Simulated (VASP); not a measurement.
```
AsB
1.0
    0.00000     2.39000     2.39000
    2.39000     0.00000     2.39000
    2.39000     2.39000     0.00000
B As
1 1
Direct
  0.00000   0.00000   0.00000
  0.25000   0.25000   0.25000
```

Method: G0W0 on PBE orbitals, VASP's PBE PAW potentials (set 64) (plane waves; VASP). Run with PREC = Normal, 500 eV cut-off, 4×4×4 Γ-centred mesh, Gaussian smearing of 0.010 eV, potentials B_GW As_GW.

The mesh is coarse and the basis finite, so the quasiparticle values are not converged.

NBANDS = 64, ENCUTGW = 150 eV, NOMEGA = 64. The PBE levels (eV) that the step starts from are:

```json
[
 {"state": "k1 (0.00, 0.00, 0.00), band 1", "KS energy": "-9.22", "filling": "2"},
 {"state": "k1 (0.00, 0.00, 0.00), band 2", "KS energy": "6.18", "filling": "2"},
 {"state": "k1 (0.00, 0.00, 0.00), band 3", "KS energy": "6.18", "filling": "2"},
 {"state": "k1 (0.00, 0.00, 0.00), band 4", "KS energy": "6.18", "filling": "2"},
 {"state": "k1 (0.00, 0.00, 0.00), band 5", "KS energy": "9.44", "filling": "0"},
 {"state": "k1 (0.00, 0.00, 0.00), band 6", "KS energy": "9.44", "filling": "0"},
 {"state": "k1 (0.00, 0.00, 0.00), band 7", "KS energy": "9.44", "filling": "0"},
 {"state": "k1 (0.00, 0.00, 0.00), band 8", "KS energy": "10.82", "filling": "0"},
 {"state": "k2 (0.25, 0.00, 0.00), band 1", "KS energy": "-8.22", "filling": "2"},
 {"state": "k2 (0.25, 0.00, 0.00), band 2", "KS energy": "1.24", "filling": "2"},
 {"state": "k2 (0.25, 0.00, 0.00), band 3", "KS energy": "5.03", "filling": "2"},
 {"state": "k2 (0.25, 0.00, 0.00), band 4", "KS energy": "5.03", "filling": "2"},
 {"state": "k2 (0.25, 0.00, 0.00), band 5", "KS energy": "9.22", "filling": "0"},
 {"state": "k2 (0.25, 0.00, 0.00), band 6", "KS energy": "10.82", "filling": "0"},
 {"state": "k2 (0.25, 0.00, 0.00), band 7", "KS energy": "10.82", "filling": "0"},
 {"state": "k2 (0.25, 0.00, 0.00), band 8", "KS energy": "14.06", "filling": "0"}
]
```

Problem. Give the quasiparticle energies and renormalisation factors Z.

Solution. 
| state | QP energy (eV) | Z |
|---|---|---|
| k1 (0.00, 0.00, 0.00), band 1 | -9.91 | 0.72 |
| k1 (0.00, 0.00, 0.00), band 2 | 5.80 | 0.79 |
| k1 (0.00, 0.00, 0.00), band 3 | 5.80 | 0.79 |
| k1 (0.00, 0.00, 0.00), band 4 | 5.80 | 0.79 |
| k1 (0.00, 0.00, 0.00), band 5 | 9.84 | 0.79 |
| k1 (0.00, 0.00, 0.00), band 6 | 9.84 | 0.79 |
| k1 (0.00, 0.00, 0.00), band 7 | 9.84 | 0.79 |
| k1 (0.00, 0.00, 0.00), band 8 | 11.50 | 0.76 |
| k2 (0.25, 0.00, 0.00), band 1 | -8.84 | 0.71 |
| k2 (0.25, 0.00, 0.00), band 2 | 0.69 | 0.76 |
| k2 (0.25, 0.00, 0.00), band 3 | 4.61 | 0.79 |
| k2 (0.25, 0.00, 0.00), band 4 | 4.61 | 0.79 |
| k2 (0.25, 0.00, 0.00), band 5 | 9.64 | 0.78 |
| k2 (0.25, 0.00, 0.00), band 6 | 11.23 | 0.78 |
| k2 (0.25, 0.00, 0.00), band 7 | 11.23 | 0.78 |
| k2 (0.25, 0.00, 0.00), band 8 | 14.53 | 0.75 |
On the mesh the gap opens from 1.41 to 1.85 eV.

The compound is BAs in the zinc blende structure. The cell was not relaxed at this level. The k-mesh is coarse (spacing up to 0.57 per Å, 2π included), so the numbers may not be converged in it.
